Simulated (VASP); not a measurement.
Crystal: RuS.

```
Ru S
1.0
     3.36897    0.00000    0.00000
    -1.68448    2.91761    0.00000
     0.00000    0.00000    3.28795
Ru S
1 1
Direct
  0.00000 0.00000 0.00000
  0.66667 0.33333 0.50000
```

The cell comes from a database or a generator and needn't be the stable form of this composition.

| Quantity | Value |
| --- | --- |
| Program | VASP 6.6.1 |
| Task | relaxation of cell and atoms |
| Functional | PBE |
| Potentials or basis | VASP PAW PBE potentials, release 64 (Ru_pv, S) |
| Cutoff | 600 eV |
| k mesh | 9 × 9 × 8 |
| Occupations | fermi-dirac, width 0.05 eV |
| Spin | no spin polarisation |

At the start: pressure -14.6 GPa; volume 16.16 Å³/atom.

Q: Where does the relaxation end?

A: Over 26 steps the energy falls by 106.8 meV/atom and the volume is 14.76 Å³/atom (-8.6 %); space group P-6m2 (No. 187, to 0.05 Å).

The path:
```tsv
step	energy change (eV)	largest force (eV/Å)	pressure (GPa)	volume (Å³)
1	0.0000	0.0000	-14.56	32.32
2	0.0704	0.0000	27.11	25.92
3	-0.1678	0.0000	-0.50	29.12
4	-0.1679	0.0000	-0.03	29.05
5	-0.1678	0.0000	0.36	28.99
6	-0.1678	0.0000	-0.37	29.11
7	-0.1679	0.0000	-0.02	29.05
8	-0.1679	0.0000	-0.04	29.06
9	-0.1682	0.0000	-0.09	29.08
10	-0.1693	0.0000	-0.18	29.13
11	-0.1738	0.0000	-0.39	29.22
12	-0.1887	0.0000	-0.81	29.39
13	-0.2115	0.0000	-1.36	29.70
14	-0.2125	0.0000	-1.42	29.78
15	-0.2125	0.0000	-1.41	29.76
16	-0.2125	0.0000	-1.35	29.76
17	-0.2125	0.0000	-1.40	29.77
18	-0.2125	0.0000	-1.39	29.77
19	-0.2125	0.0000	-1.37	29.78
20	-0.2125	0.0000	-1.39	29.77
21	-0.2125	0.0000	-1.41	29.77
22	-0.2126	0.0000	-1.34	29.76
23	-0.2127	0.0000	-1.24	29.75
24	-0.2129	0.0000	-1.07	29.72
25	-0.2133	0.0000	-0.72	29.65
26	-0.2136	0.0000	-0.01	29.52
```

Final structure:
```
Ru S
1.0
     3.40262    0.00000    0.00000
    -1.70131    2.94676    0.00000
     0.00000    0.00000    2.94444
Ru S
1 1
Direct
  0.00000 0.00000 0.00000
  0.66667 0.33333 0.50000
```
